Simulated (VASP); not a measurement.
Input for VASP

**INCAR**
```
SYSTEM  =  Al4PSb3
PREC  =  Accurate; ENCUT  =  400; LREAL  =  .FALSE.
LASPH  =  .TRUE.
EDIFF  =  1E-6; NELM  =  100; ALGO  =  Normal
LMAXMIX  =  4
ISMEAR  =  0; SIGMA  =  0.05
GGA  =  PE
LWAVE  =  .TRUE.; LCHARG  =  .FALSE.
```

### KPOINTS
```
Automatic mesh
0
Gamma
4 4 4
0 0 0
```

File POSCAR:
```
Al4PSb3
6.0466230
  1.0000000483   0.0000000000   0.0000000000
  0.0000000000   1.0000000483   0.0000000000
  0.0000000000   0.0000000000   1.0000000483
Al Sb P
4 3 1
Cart
  0.0148828202   0.9851172280   0.9851172280
  0.4851172039   0.5148828443   0.9851172280
  0.4851172039   0.9851172280   0.5148828443
  0.0148828202   0.5148828443   0.5148828443
  0.2500000121   0.2500000121   0.2500000121
  0.7500000362   0.7500000362   0.2500000121
  0.7500000362   0.2500000121   0.7500000362
  0.2500000121   0.7500000362   0.7500000362
```

POTCAR, in this order: Al Sb P (PBE.64 set). Program: vasp_std.

**Question.** Translate this PBE calculation to Quantum ESPRESSO's pw.x.

**Answer.** One equivalent input (not run):
```
&CONTROL
  calculation = 'scf'
  pseudo_dir = './pseudo'
  outdir = './out'
  tprnfor = .true.
  tstress = .true.
/
&SYSTEM
  ibrav = 0
  nat = 8
  ntyp = 3
  ecutwfc = 80
  occupations = 'smearing'
  smearing = 'gaussian'
  degauss = 0.003675
  input_dft = 'pbe'
/
&ELECTRONS
  conv_thr = 7.3e-08
  electron_maxstep = 100
/
ATOMIC_SPECIES
  Al 26.982 Al.upf
  Sb 121.760 Sb.upf
  P 30.974 P.upf
CELL_PARAMETERS angstrom
     6.0466233    0.0000000    0.0000000
     0.0000000    6.0466233    0.0000000
     0.0000000    0.0000000    6.0466233
ATOMIC_POSITIONS crystal
  Al   0.0148828  0.9851172  0.9851172
  Al   0.4851172  0.5148828  0.9851172
  Al   0.4851172  0.9851172  0.5148828
  Al   0.0148828  0.5148828  0.5148828
  Sb   0.2500000  0.2500000  0.2500000
  Sb   0.7500000  0.7500000  0.2500000
  Sb   0.7500000  0.2500000  0.7500000
  P    0.2500000  0.7500000  0.7500000
K_POINTS automatic
  4 4 4 0 0 0
```
The two are equivalent in intent, not identical: the potentials are each code's own (VASP's PAW set, PseudoDojo norm-conserving files in pw.x), so ENCUT and ecutwfc are chosen apart and not converted; conv_thr bounds pw.x's estimated SCF error, while EDIFF bounds the energy change between steps.

The structure was generated: Al4PSb3 was put into an ordered model structure (P-43m), which need not be its known phase. It was relaxed first.
